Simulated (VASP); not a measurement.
These are PBE GGA, VASP's PBE PAW potentials (set 64) (plane waves; VASP) values and carry that method's errors.

The input files of a VASP run:

### INCAR
```
SYSTEM = CeO2
PREC = Accurate; ENCUT = 520; LREAL = .FALSE.
LASPH = .TRUE.
EDIFF = 1E-6; NELM = 100; ALGO = Normal
LMAXMIX = 6
ISMEAR = 0; SIGMA = 0.05
GGA = PE
ISIF = 2
LWAVE = .FALSE.; LCHARG = .FALSE.
```

### KPOINTS
```
Automatic mesh
0
Gamma
6 6 6
0 0 0
```

### POSCAR
```
CeO2
1
    0.0000000000     2.7050000000     2.7050000000
    2.7050000000     0.0000000000     2.7050000000
    2.7050000000     2.7050000000     0.0000000000
Ce O
1 2
Direct
  0.0000000000   0.0000000000   0.0000000000
  0.2500000000   0.2500000000   0.2500000000
  0.7500000000   0.7500000000   0.7500000000
```

POTCAR, in this order: Ce O (PBE.64 set). Program: vasp_std.

Output of the run:

File OSZICAR:
```
       N       E                     dE             d eps       ncg     rms          rms(c)
DAV:   1     0.226728488232E+03    0.22673E+03   -0.11418E+04   520   0.199E+03
DAV:   2     0.119507512912E+02   -0.21478E+03   -0.20622E+03   744   0.308E+02
DAV:   3    -0.299865586522E+02   -0.41937E+02   -0.38007E+02   672   0.149E+02
DAV:   4    -0.317037403892E+02   -0.17172E+01   -0.17170E+01   784   0.341E+01
DAV:   5    -0.317839786266E+02   -0.80238E-01   -0.80237E-01   832   0.658E+00    0.314E+01
DAV:   6    -0.293068375525E+02    0.24771E+01   -0.91086E+01   752   0.597E+01    0.244E+01
DAV:   7    -0.281706855650E+02    0.11362E+01   -0.16942E+02   752   0.127E+02    0.220E+01
DAV:   8    -0.274088471346E+02    0.76184E+00   -0.33139E+00   608   0.202E+01    0.143E+01
DAV:   9    -0.262442530280E+02    0.11646E+01   -0.70704E+00   768   0.222E+01    0.165E+00
DAV:  10    -0.262316175223E+02    0.12636E-01   -0.24800E-01   864   0.406E+00    0.118E+00
DAV:  11    -0.262219004812E+02    0.97170E-02   -0.33717E-02   752   0.179E+00    0.128E+00
DAV:  12    -0.262103127411E+02    0.11588E-01   -0.86276E-02   568   0.188E+00    0.664E-01
DAV:  13    -0.262093981948E+02    0.91455E-03   -0.72895E-02   880   0.275E+00    0.621E-01
DAV:  14    -0.262081798603E+02    0.12183E-02   -0.61049E-03   680   0.784E-01    0.293E-01
DAV:  15    -0.262079620555E+02    0.21780E-03   -0.41632E-03   712   0.608E-01    0.545E-02
DAV:  16    -0.262079372939E+02    0.24762E-04   -0.31888E-04   816   0.164E-01    0.314E-02
DAV:  17    -0.262079376142E+02   -0.32036E-06   -0.14427E-05   728   0.280E-02    0.986E-03
DAV:  18    -0.262079371866E+02    0.42767E-06   -0.35360E-06   616   0.144E-02
   1 F= -.26207937E+02 E0= -.26207937E+02  d E =-.329543E-11
```

File OUTCAR:
```
------------------------ aborting loop because EDIFF is reached ----------------------------------------
  FORCE on cell =-STRESS in cart. coord.  units (eV):
  Direction    XX          YY          ZZ          XY          YZ          ZX
  --------------------------------------------------------------------------------------
  Total        1.3771872      1.3771872      1.3771872     -0.0000000      0.0000000     -0.0000000
  in kB       55.7406153     55.7406153     55.7406153     -0.0000000      0.0000000     -0.0000000
  external PRESSURE =      55.7406153 kB  Pullay stress =       0.0000000 kB
  volume of cell :       39.59
      direct lattice vectors                 reciprocal lattice vectors
     0.000000000  2.705000000  2.705000000    -0.184842884  0.184842884  0.184842884
     2.705000000  0.000000000  2.705000000     0.184842884 -0.184842884  0.184842884
     2.705000000  2.705000000  0.000000000     0.184842884  0.184842884 -0.184842884
 POSITION                                       TOTAL-FORCE (eV/Angst)
 -----------------------------------------------------------------------------------
      0.00000      0.00000      0.00000        -0.000000     -0.000000     -0.000000
      1.35250      1.35250      1.35250         0.000000     -0.000000      0.000000
      4.05750      4.05750      4.05750        -0.000000      0.000000     -0.000000
 -----------------------------------------------------------------------------------
    total drift:                                0.000000      0.000000      0.000000
  FREE ENERGIE OF THE ION-ELECTRON SYSTEM (eV)
  ---------------------------------------------------
  free  energy   TOTEN  =       -26.2079371866 eV

  energy  without entropy=      -26.2079371866  energy(sigma->0) =      -26.20793719
```
(Selected blocks of OUTCAR.)

The compound is CeO2 in the fluorite structure. The cell was not relaxed at this level. The run is not spin-polarised, so no magnetic state was tried.
